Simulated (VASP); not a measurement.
Data:

```yaml
crystal:
  lattice:
    - [2.20563, -3.80642, 0.00000]
    - [2.20563, 3.80642, 0.00000]
    - [0.00000, 0.00000, 4.53700]
  atoms:
    - { symbol: Ga, position: [0.15554, 0.84446, 0.91814] }
    - { symbol: Ga, position: [0.34446, 0.65554, 0.41814] }
    - { symbol: Ga, position: [0.65554, 0.34446, 0.58186] }
    - { symbol: Ga, position: [0.84446, 0.15554, 0.08186] }
```

These are AM05 GGA, VASP's PBE PAW potentials (set 64) (plane waves; VASP) values and carry that method's errors. Settings: 520 eV cut-off, Gaussian smearing of 0.050 eV, potentials Ga_d.

### Question
Give the energies of bands 21 to 30 at the high-symmetry points, in eV from the Fermi level.

### Answer

```tsv
band	Γ	Y	C0	Z	A0	T	S	R
21	-11.30	-9.58	-8.74	-9.45	-6.99	-7.79	-8.74	-7.29
22	-4.39	-7.44	-7.72	-9.45	-6.99	-7.79	-8.74	-7.29
23	-4.00	-3.97	-6.67	0.00	-6.12	-5.51	-3.52	-6.42
24	-1.73	-3.30	-1.30	0.00	-6.12	-5.51	-3.52	-6.42
25	-1.44	-1.99	-1.27	0.02	-3.81	-1.29	-1.55	-1.66
26	-0.88	-1.78	-0.27	0.02	-3.81	-1.29	-1.55	-1.66
27	0.88	0.98	-0.17	0.14	4.37	-0.77	0.56	0.46
28	0.96	0.99	0.82	0.14	4.37	-0.77	0.56	0.46
29	1.13	3.53	1.83	1.95	5.15	6.49	4.12	7.38
30	5.25	3.73	3.08	1.95	5.15	6.49	4.12	7.39
```

It has no gap at this level: it comes out as a metal or semimetal.

The compound is Ga in the alpha structure. It was relaxed first.
